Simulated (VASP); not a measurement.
VASP input:

### POSCAR
```
Ga
1
    2.3052000000    -3.9066000000    -0.0000000000
    2.3052000000     3.9066000000     0.0000000000
    0.0000000000     0.0000000000     4.6206000000
Ga
4
Direct
  0.1549000000   0.8451000000   0.9190000000
  0.3451000000   0.6549000000   0.4190000000
  0.6549000000   0.3451000000   0.5810000000
  0.8451000000   0.1549000000   0.0810000000
```

INCAR:
```
ALGO=Normal
EDIFF=1E-6
ENCUT=400
GGA=PE
ISIF=2
ISMEAR=1
LASPH=.TRUE.
LCHARG=.FALSE.
LMAXMIX=4
LREAL=.FALSE.
LWAVE=.FALSE.
NELM=100
PREC=Accurate
SIGMA=0.1
SYSTEM=Ga
```

KPOINTS:
```
kpoints
0
Gamma
  6 6 5
0 0 0
```

POTCAR, in this order: Ga_d (PBE.64 set). Program: vasp_std.

Question: Translate this PBE calculation to Quantum ESPRESSO's pw.x.

Answer: One equivalent input (not run):
```
&CONTROL
  calculation = 'scf'
  pseudo_dir = './pseudo'
  outdir = './out'
  tprnfor = .true.
  tstress = .true.
/
&SYSTEM
  ibrav = 0
  nat = 4
  ntyp = 1
  ecutwfc = 80
  occupations = 'smearing'
  smearing = 'methfessel-paxton'
  degauss = 0.00735
  input_dft = 'pbe'
/
&ELECTRONS
  conv_thr = 7.3e-08
  electron_maxstep = 100
/
ATOMIC_SPECIES
  Ga 69.723 Ga.upf
CELL_PARAMETERS angstrom
     2.3052000   -3.9066000   -0.0000000
     2.3052000    3.9066000    0.0000000
     0.0000000    0.0000000    4.6206000
ATOMIC_POSITIONS crystal
  Ga   0.1549000  0.8451000  0.9190000
  Ga   0.3451000  0.6549000  0.4190000
  Ga   0.6549000  0.3451000  0.5810000
  Ga   0.8451000  0.1549000  0.0810000
K_POINTS automatic
  6 6 5 0 0 0
```
Limits of the translation: the potentials are each code's own (VASP's PAW set, PseudoDojo norm-conserving files in pw.x), so ENCUT and ecutwfc are chosen apart and not converted; conv_thr bounds pw.x's estimated SCF error, while EDIFF bounds the energy change between steps.

The compound is Ga in the alpha structure. The cell was not relaxed at this level.
